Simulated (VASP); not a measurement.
Write the native input for VASP 6.6.1 that does the following.

```yaml
Task: relaxation of cell and atoms
Functional: rev-vdW-DF2
Potentials_or_basis: VASP PAW PBE potentials, release 64 (Se, W_sv)
Cutoff: 600 eV
k_mesh: 12 × 12 × 1
Occupations: gaussian, width 0.03 eV
Spin: no spin polarisation
Further_INCAR_settings: ALGO = Normal; EDIFF = 1e-06; IBRION = 2; EDIFFG = -0.01; NSW = 90; ISIF = 3
```

The structure of WSe2 lies in POSCAR:

```
WSe2
1.0
    3.2900000000      0.0000000000      0.0000000000
   -1.6450000000      2.8492235800      0.0000000000
    0.0000000000      0.0000000000     27.8312600000
Se W
4 2
Direct
    0.3333333300      0.6666666700      0.3233773800
    0.3333333300      0.6666666700      0.4436112500
    0.6666666700      0.3333333300      0.5563887500
    0.6666666700      0.3333333300      0.6766226200
    0.6666666700      0.3333333300      0.3834943200
    0.3333333300      0.6666666700      0.6165056800
```

One way to write it, as run:

INCAR

```
SYSTEM = WSe2
AGGAC    = 0.0          
ALGO     = Normal         ! electronic algorithm
EDIFF    = 1E-6           ! SCF threshold, eV
EDIFFG   = -0.01          ! ionic threshold
ENCUT    = 600            ! plane-wave cutoff, eV
GGA      = MK             ! functional
IBRION   = 2              ! ionic algorithm
ISIF     = 3              ! what is computed and relaxed
ISMEAR   = 0              ! smearing method
KPAR     = 4            
LASPH    = .TRUE.         ! aspherical terms in the spheres
LATTICE_CONSTRAINTS= .TRUE. .TRUE. .FALSE.
LCHARG   = .FALSE.        ! write CHGCAR
LREAL    = .FALSE.        ! projectors in reciprocal space
LUSE_VDW = .TRUE.       
LWAVE    = .FALSE.        ! write WAVECAR
NELM     = 80             ! most SCF steps
NSW      = 90             ! ionic steps
PARAM1   = 0.1234       
PARAM2   = 0.711357     
PREC     = Accurate       ! precision mode
SIGMA    = 0.03           ! smearing width, eV
ZAB_VDW  = -1.8867
```

KPOINTS

```
k-points
0
G
  12 12 1
  0 0 0
```

Potentials or basis: VASP PAW PBE potentials, release 64 (Se, W_sv).

Command:

```sh
$ cat potpaw_PBE.64/Se/POTCAR potpaw_PBE.64/W_sv/POTCAR > POTCAR
$ mpirun -np 4 vasp_std > vasp.out
```

Results of the run:

```
Relaxed volume                         : 43.78 Å³/atom
Relaxed cell                           : a = 3.301 Å, b = 3.301 Å, c = 27.831 Å, α = 90.00°, β = 90.00°, γ = 120.00°
Space group after relaxing (to 0.05 Å) : P-3m1 (No. 164)
Energy gained by relaxing              : 2.3 meV/atom
Ionic steps                            : 20
Largest force after relaxing           : 0.006 eV/Å
Band gap on the k mesh                 : 1.34 eV, indirect (least direct gap 1.57 eV)
```

Caveat: the PAW data sets were made with another functional, which shifts forces and pressure a little; spin-orbit coupling is left out, which moves the levels of the heavy elements.

Run time: 48 min on 4 MPI ranks on Intel(R) Xeon(R) 6975P-C (Granite Rapids), on a shared host, peak memory 1.4 GiB a rank.
